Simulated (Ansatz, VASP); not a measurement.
## SiC (Moissanite 3C) in two plane-wave programs

One calculation is typed for both programs; each brings its own data sets. How far apart do they land? The cell is taken from a series of runs on this material, whose earlier steps may have relaxed, scaled, displaced or heated it; both programs get it as it stands.

Method: plane waves, with VASP 6.6.1 beside it; G0W0 gap at PBE0 form with 40 % exact exchange with an exact-exchange share of 0.4, in Ansatz 0.2.0.

## 1. Starting point

It takes space group F-43m (No. 216, cubic). Conventional cell: a = 4.358 Å, b = 4.358 Å, c = 4.358 Å, α = 90.00°, β = 90.00°, γ = 90.00°. Nearest to Si lie 4 C at 1.89 Å. Nearest to C lie 4 Si at 1.89 Å. Farther neighbours are not listed.

## 2. VASP: G0W0 gap, PBE0 form with 40 % exact exchange with an exact-exchange share of 0.4

Quasiparticle shifts depend on high empty states and on the cores, so they are the hardest test of two PAW sets.

Lines of VASP's logs that name or quote its potential files are left out, and so is its time.

The run reads the wave functions of an earlier VASP run, which isn't shown here.

INCAR

```
SYSTEM = SiC
PREC = Accurate
ENCUT = 440
ISMEAR = 0
SIGMA = 0.01
LREAL = .FALSE.
LHFCALC = .TRUE.
AEXX = 0.4
GGA = PE
LASPH = .TRUE.
NBANDS = 96
PRECFOCK = Fast
ALGO = EVGW0
NELMGW = 1
ENCUTGW = 150
NOMEGA = 64
NBANDSGW = 16
LWAVE = .FALSE.
LCHARG = .FALSE.
```

POSCAR

```
SiC
1.0
    0.0000000000      2.1790000000      2.1790000000
    2.1790000000      0.0000000000      2.1790000000
    2.1790000000      2.1790000000      0.0000000000
Si C
1 1
Direct
    0.0000000000      0.0000000000      0.0000000000
    0.2500000000      0.2500000000      0.2500000000
```

KPOINTS

```
Automatic mesh
0
Gamma
8 8 8
0 0 0
```

The projector-augmented-wave data sets are Si_GW and C_GW (PBE family, release 64).

Launch:

```sh
$ mpirun -np 8 vasp_std
```

Numbers of over 12 decimals in the logs are rounded to 6 here.

Output:

```text
[banner, memory and clock lines left out]
running    8 mpi-ranks, on    1 nodes
 distrk:  each k-point on    8 cores,    1 groups
 distr:  one band on    1 cores,    8 groups

 POSCAR found type information on POSCAR SiC
 POSCAR found :  2 types and       2 ions
|                                                                             |
|           W    W    AA    RRRRR   N    N  II  N    N   GGGG   !!!           |
|           W    W   A  A   R    R  NN   N  II  NN   N  G    G  !!!           |
|           W    W  A    A  R    R  N N  N  II  N N  N  G       !!!           |
|           W WW W  AAAAAA  RRRRR   N  N N  II  N  N N  G  GGG   !            |
|           WW  WW  A    A  R   R   N   NN  II  N   NN  G    G                |
|           W    W  A    A  R    R  N    N  II  N    N   GGGG   !!!           |
|                                                                             |
|     For optimal performance we recommend to set                             |
|       NCORE = 2 up to number-of-cores-per-socket                            |
|     NCORE specifies how many cores store one orbital (NPAR=cpu/NCORE).      |
|     This setting can greatly improve the performance of VASP for DFT.       |
|     The default, NCORE=1 might be grossly inefficient on modern             |
|     multi-core architectures or massively parallel machines. Do your        |
|     Unfortunately you need to use the default for GW and RPA                |
|     calculations (for HF NCORE is supported but not extensively tested      |
|     yet).                                                                   |
|                                                                             |

|                                                                             |
|           W    W    AA    RRRRR   N    N  II  N    N   GGGG   !!!           |
|           W    W   A  A   R    R  NN   N  II  NN   N  G    G  !!!           |
|           W    W  A    A  R    R  N N  N  II  N N  N  G       !!!           |
|           W WW W  AAAAAA  RRRRR   N  N N  II  N  N N  G  GGG   !            |
|           WW  WW  A    A  R   R   N   NN  II  N   NN  G    G                |
|           W    W  A    A  R    R  N    N  II  N    N   GGGG   !!!           |
|                                                                             |
|     The default for ENCUTGWSOFT is different in this version of VASP.       |
|     please manually set ENCUTGWSOFT =150 in the INCAR file.                 |
|                                                                             |

 LDA part: xc-table for (Slater+PW92), standard interpolation
 found WAVECAR, reading the header
 POSCAR, INCAR and KPOINTS ok, starting setup
 FFT: planning ... GRIDC
 FFT: planning ... GRID_SOFT
 FFT: planning ... GRID
 reading WAVECAR
 the WAVECAR file was read successfully
 initial charge from wavefunction
 available memory per node:     62.04 GB, setting MAXMEM to     63533

 The Fermi energy was updated, please check that it is located mid-gap
 values below the HOMO (VB) or above the LUMO (CB) will cause erroneous energies
 E-fermi :   8.1340

 calculate exact exchange contribution
 the WAVEDER file was read successfully
energies w=
    0.000    0.000    0.677    0.000    1.353    0.000    2.026    0.000
    2.695    0.000    3.357    0.000    4.013    0.000    4.662    0.000
    5.302    0.000    5.934    0.000    6.557    0.000    7.171    0.000
    7.777    0.000    8.375    0.000    8.965    0.000    9.548    0.000
   10.126    0.000   10.698    0.000   11.266    0.000   11.830    0.000
   12.393    0.000   12.954    0.000   13.516    0.000   14.080    0.000
   14.646    0.000   15.217    0.000   15.795    0.000   16.380    0.000
   16.974    0.000   17.580    0.000   18.199    0.000   18.835    0.000
   19.488    0.000   20.163    0.000   20.863    0.000   21.590    0.000
   22.348    0.000   23.143    0.000   23.979    0.000   24.861    0.000
   25.798    0.000   26.796    0.000   27.865    0.000   29.015    0.000
   30.260    0.000   31.615    0.000   33.099    0.000   34.733    0.000
   36.548    0.000   38.578    0.000   40.868    0.000   43.474    0.000
   46.472    0.000   49.961    0.000   54.074    0.000   58.998    0.000
   65.002    0.000   72.482    0.000   82.052    0.000   94.723    0.000
  112.266    0.000  138.120    0.000  179.932    0.000  258.854    0.000
 responsefunction array rank=      96
 LDA part: xc-table for (Slater+PW92), standard interpolation

 min. memory requirement per mpi rank    246.7 MB, per node   1973.7 MB

 allocating   8 responsefunctions rank=    96
 shmem allocating  64 responsefunctions rank=    96
 response function shared by NCSHMEM nodes    1
 Doing            8  frequencies on each core in blocks of           64
NQ=   1    0.0000    0.0000    0.0000,
|.........|.........|.........|.........|.........|.........|.........|.........
 performed        465000 updates of chi_q(r,r)
 total number of BLAS operations         15.75 Gflops
NQ=   2    0.1250    0.0000    0.0000,
|.........|.........|.........|.........|.........|.........|.........|.........
 performed       1357000 updates of chi_q(r,r)
 total number of BLAS operations         64.96 Gflops
NQ=   3    0.2500    0.0000    0.0000,
|.........|.........|.........|.........|.........|.........|.........|.........
 performed       2249000 updates of chi_q(r,r)
 total number of BLAS operations        114.17 Gflops
NQ=   4    0.3750    0.0000    0.0000,
|.........|.........|.........|.........|.........|.........|.........|.........
 performed       3141000 updates of chi_q(r,r)
 total number of BLAS operations        170.75 Gflops
NQ=   5    0.5000    0.0000    0.0000,
|.........|.........|.........|.........|.........|.........|.........|.........
 performed       3861000 updates of chi_q(r,r)
 total number of BLAS operations        217.47 Gflops
NQ=   6    0.1250    0.1250    0.0000,
|.........|.........|.........|.........|.........|.........|.........|.........
 performed       4729000 updates of chi_q(r,r)
 total number of BLAS operations        263.05 Gflops
NQ=   7    0.2500    0.1250    0.0000,
|.........|.........|.........|.........|.........|.........|.........|.........
 performed       6248000 updates of chi_q(r,r)
 total number of BLAS operations        348.82 Gflops
NQ=   8    0.3750    0.1250    0.0000,
|.........|.........|.........|.........|.........|.........|.........|.........
 performed       7767000 updates of chi_q(r,r)
 total number of BLAS operations        436.66 Gflops
NQ=   9    0.5000    0.1250    0.0000,
|.........|.........|.........|.........|.........|.........|.........|.........
 performed       9286000 updates of chi_q(r,r)
 total number of BLAS operations        524.49 Gflops
NQ=  10   -0.3750    0.1250    0.0000,
|.........|.........|.........|.........|.........|.........|.........|.........
 performed      10805000 updates of chi_q(r,r)
 total number of BLAS operations        610.27 Gflops
NQ=  11   -0.2500    0.1250    0.0000,
|.........|.........|.........|.........|.........|.........|.........|.........
 performed      12324000 updates of chi_q(r,r)
 total number of BLAS operations        694.02 Gflops
NQ=  12   -0.1250    0.1250    0.0000,
|.........|.........|.........|.........|.........|.........|.........|.........
 performed      13548000 updates of chi_q(r,r)
 total number of BLAS operations        758.30 Gflops
NQ=  13    0.2500    0.2500    0.0000,
|.........|.........|.........|.........|.........|.........|.........|.........
 performed      14416000 updates of chi_q(r,r)
 total number of BLAS operations        807.32 Gflops
NQ=  14    0.3750    0.2500    0.0000,
|.........|.........|.........|.........|.........|.........|.........|.........
 performed      15935000 updates of chi_q(r,r)
 total number of BLAS operations        897.23 Gflops
NQ=  15    0.5000    0.2500    0.0000,
|.........|.........|.........|.........|.........|.........|.........|.........
 performed      17454000 updates of chi_q(r,r)
 total number of BLAS operations        993.53 Gflops
NQ=  16   -0.3750    0.2500    0.0000,
|.........|.........|.........|.........|.........|.........|.........|.........
 performed      18973000 updates of chi_q(r,r)
 total number of BLAS operations       1087.67 Gflops
NQ=  17   -0.2500    0.2500    0.0000,
|.........|.........|.........|.........|.........|.........|.........|.........
 performed      20197000 updates of chi_q(r,r)
 total number of BLAS operations       1165.28 Gflops
NQ=  18    0.3750    0.3750    0.0000,
|.........|.........|.........|.........|.........|.........|.........|.........
 performed      21065000 updates of chi_q(r,r)
 total number of BLAS operations       1219.07 Gflops
NQ=  19    0.5000    0.3750    0.0000,
|.........|.........|.........|.........|.........|.........|.........|.........
 performed      22584000 updates of chi_q(r,r)
 total number of BLAS operations       1313.22 Gflops
NQ=  20   -0.3750    0.3750    0.0000,
|.........|.........|.........|.........|.........|.........|.........|.........
 performed      23808000 updates of chi_q(r,r)
 total number of BLAS operations       1387.38 Gflops
NQ=  21    0.5000    0.5000    0.0000,
|.........|.........|.........|.........|.........|.........|.........|.........
 performed      24445000 updates of chi_q(r,r)
 total number of BLAS operations       1430.57 Gflops
NQ=  22    0.3750    0.2500    0.1250,
|.........|.........|.........|.........|.........|.........|.........|.........
 performed      26136000 updates of chi_q(r,r)
 total number of BLAS operations       1528.35 Gflops
NQ=  23    0.5000    0.2500    0.1250,
|.........|.........|.........|.........|.........|.........|.........|.........
 performed      28085000 updates of chi_q(r,r)
 total number of BLAS operations       1643.71 Gflops
NQ=  24   -0.3750    0.2500    0.1250,
|.........|.........|.........|.........|.........|.........|.........|.........
 performed      29666000 updates of chi_q(r,r)
 total number of BLAS operations       1746.16 Gflops
NQ=  25    0.5000    0.3750    0.1250,
|.........|.........|.........|.........|.........|.........|.........|.........
 performed      31357000 updates of chi_q(r,r)
 total number of BLAS operations       1843.94 Gflops
NQ=  26   -0.3750    0.3750    0.1250,
|.........|.........|.........|.........|.........|.........|.........|.........
 performed      33306000 updates of chi_q(r,r)
 total number of BLAS operations       1975.96 Gflops
NQ=  27   -0.2500    0.3750    0.1250,
|.........|.........|.........|.........|.........|.........|.........|.........
 performed      34887000 updates of chi_q(r,r)
 total number of BLAS operations       2078.41 Gflops
NQ=  28   -0.3750    0.5000    0.1250,
|.........|.........|.........|.........|.........|.........|.........|.........
 performed      36114000 updates of chi_q(r,r)
 total number of BLAS operations       2154.47 Gflops
NQ=  29   -0.2500    0.5000    0.2500,
|.........|.........|.........|.........|.........|.........|.........|.........
 performed      36970000 updates of chi_q(r,r)
 total number of BLAS operations       2202.80 Gflops
 resolving degeneracies of screened two electron integrals

 calculate QP shifts <psi_nk| G(iteration)W_0 |psi_nk>: iteration 1
 entering main loop
```

Parts of OUTCAR (step 2):

```text
ion  position               nearest neighbor table
   1  0.000  0.000  0.000-   2 1.89   2 1.89   2 1.89   2 1.89
   2  0.250  0.250  0.250-   1 1.89   1 1.89   1 1.89   1 1.89

  LATTYP: Found a face centered cubic cell.
 ALAT       =     4.3580000000

 Subroutine GETGRP returns: Found 24 space group operations
 (whereof 24 operations were pure point group operations)

The static configuration has the point symmetry T_d .

 Found     29 irreducible k-points:

   k-points           NKPTS =     29   k-points in BZ     NKDIM =    512   number of bands    NBANDS=     96

   dimension x,y,z NGX =    24 NGY =   24 NGZ =   24
   dimension x,y,z NGXF=    48 NGYF=   48 NGZF=   48

   ENCUT  =  440.0 eV  32.34 Ry    5.69 a.u.   5.27  5.27  5.27*2*pi/ulx,y,z

   NELECT =       8.0000    total number of electrons

  energy-cutoff  :      440.00
  volume of cell :       20.69
      direct lattice vectors                 reciprocal lattice vectors
     0.000000000  2.179000000  2.179000000    -0.229463056  0.229463056  0.229463056
     2.179000000  0.000000000  2.179000000     0.229463056 -0.229463056  0.229463056
     2.179000000  2.179000000  0.000000000     0.229463056  0.229463056 -0.229463056

 k-points in reciprocal lattice and weights: Automatic mesh
   0.00000000  0.00000000  0.00000000       0.002
   0.12500000  0.00000000  0.00000000       0.016
   0.25000000  0.00000000  0.00000000       0.016
   0.37500000  0.00000000  0.00000000       0.016
   0.50000000  0.00000000  0.00000000       0.008
   0.12500000  0.12500000  0.00000000       0.012
   0.25000000  0.12500000  0.00000000       0.047
   0.37500000  0.12500000  0.00000000       0.047
   0.50000000  0.12500000  0.00000000       0.047
[...]
-0.37500000  0.50000000  0.12500000       0.023
  -0.25000000  0.50000000  0.25000000       0.012

 E-fermi :   8.1340

 QP shifts <psi_nk| G(iteration)W_0 |psi_nk>: iteration 1
 for sc-GW calculations column KS-energies equals QP-energies in previous step
 and V_xc(KS)=  KS-energies - (<T + V_ion + V_H > + <T+V_H+V_ion>^1  + <V_x>^1)
 k-point   1 :       0.0000    0.0000    0.0000
  band No.  KS-energies  QP-energies   sigma(KS)   V_xc(KS)     V^pw_x(r,r')   Z            occupation Imag(sigma)
      1     -11.8311     -10.1940     -14.8759     -16.9920     -21.7552       0.7736       2.0000       1.0858
      2       6.1558       6.6839     -15.7385     -16.3708     -17.4960       0.8352       2.0000       0.0415
      3       6.1558       6.6839     -15.7385     -16.3708     -17.4960       0.8352       2.0000       0.0415
      4       6.1558       6.6839     -15.7385     -16.3708     -17.4960       0.8352       2.0000       0.0415
      5      15.6869      15.1609     -11.8851     -11.2500      -7.0954       0.8283       0.0000      -0.0716
      6      16.7336      16.2635     -10.3692      -9.8088      -5.7059       0.8390       0.0000      -0.0694
      7      16.7336      16.2635     -10.3692      -9.8088      -5.7059       0.8390       0.0000      -0.0694
      8      16.7336      16.2635     -10.3692      -9.8088      -5.7059       0.8390       0.0000      -0.0694
    ...

 k-point   2 :       0.1250    0.0000    0.0000
  band No.  KS-energies  QP-energies   sigma(KS)   V_xc(KS)     V^pw_x(r,r')   Z            occupation Imag(sigma)
      1     -11.4848      -9.8530     -14.8922     -16.9931     -21.6979       0.7767       2.0000       1.0443
      2       4.4529       5.0165     -15.3207     -16.0008     -17.3862       0.8287       2.0000       0.0463
      3       5.9248       6.4557     -15.6663     -16.3026     -17.4610       0.8342       2.0000       0.0418
      4       5.9248       6.4557     -15.6663     -16.3026     -17.4610       0.8342       2.0000       0.0418
      5      15.8759      15.3714     -11.1648     -10.5600      -6.4747       0.8341       0.0000      -0.0699
      6      17.1439      16.6549     -10.4321      -9.8477      -5.6663       0.8367       0.0000      -0.0724
      7      17.1439      16.6549     -10.4321      -9.8477      -5.6663       0.8367       0.0000      -0.0724
      8      17.4122      16.9031     -11.4071     -10.7918      -6.5020       0.8275       0.0000      -0.0769
    ...

 k-point   3 :       0.2500    0.0000    0.0000
  band No.  KS-energies  QP-energies   sigma(KS)   V_xc(KS)     V^pw_x(r,r')   Z            occupation Imag(sigma)
      1     -10.4724      -8.8797     -14.9638     -17.0194     -21.5566       0.7749       2.0000       0.9169
      2       1.1630       1.8514     -14.8491     -15.6993     -17.7142       0.8096       2.0000       0.0709
      3       5.4549       5.9929     -15.5648     -16.2110     -17.4501       0.8326       2.0000       0.0427
      4       5.4549       5.9929     -15.5648     -16.2110     -17.4501       0.8326       2.0000       0.0427
      5      15.3160      14.8397     -10.9563     -10.3887      -6.4168       0.8392       0.0000      -0.0650
      6      17.4179      16.9096     -10.2975      -9.6891      -5.4602       0.8353       0.0000      -0.0756
      7      17.4179      16.9096     -10.2975      -9.6891      -5.4602       0.8353       0.0000      -0.0756
      8      19.1902      18.5742     -11.5711     -10.8120      -6.1400       0.8114       0.0000      -0.1049
    ...

 k-point   4 :       0.3750    0.0000    0.0000
  band No.  KS-energies  QP-energies   sigma(KS)   V_xc(KS)     V^pw_x(r,r')   Z            occupation Imag(sigma)
      1      -8.9411      -7.4279     -15.2159     -17.1834     -21.4887       0.7691       2.0000       0.7319
      2      -2.0284      -1.1698     -14.3681     -15.4622     -18.0799       0.7848       2.0000       0.1336
      3       5.0707       5.6158     -15.5200     -16.1755     -17.4890       0.8316       2.0000       0.0435
      4       5.0707       5.6158     -15.5200     -16.1755     -17.4890       0.8316       2.0000       0.0435
      5      14.8654      14.4022     -11.0424     -10.4919      -6.5853       0.8414       0.0000      -0.0624
      6      16.9016      16.4059     -10.0363      -9.4459      -5.3167       0.8398       0.0000      -0.0726
      7      16.9016      16.4059     -10.0363      -9.4459      -5.3167       0.8398       0.0000      -0.0726
      8      19.8614      19.1503     -10.6255      -9.7437      -4.9625       0.8064       0.0000      -0.1248
    ...

[... 4 further parts left out ...]
```

[end of part 1 of 2]

[Lines on the potential files, build, host, timing and source positions are cut from VASP's logs without a mark.]

[Logs are printed without paths, hosts, clocks, repeated set-up lines and the standing remarks that a program may print on its own settings, such as how far it seeks lower states.]

[Hosts, paths, dates, database ids (printed as entryN), source tags and the programs' standing remarks are cut or masked in the printed files.]
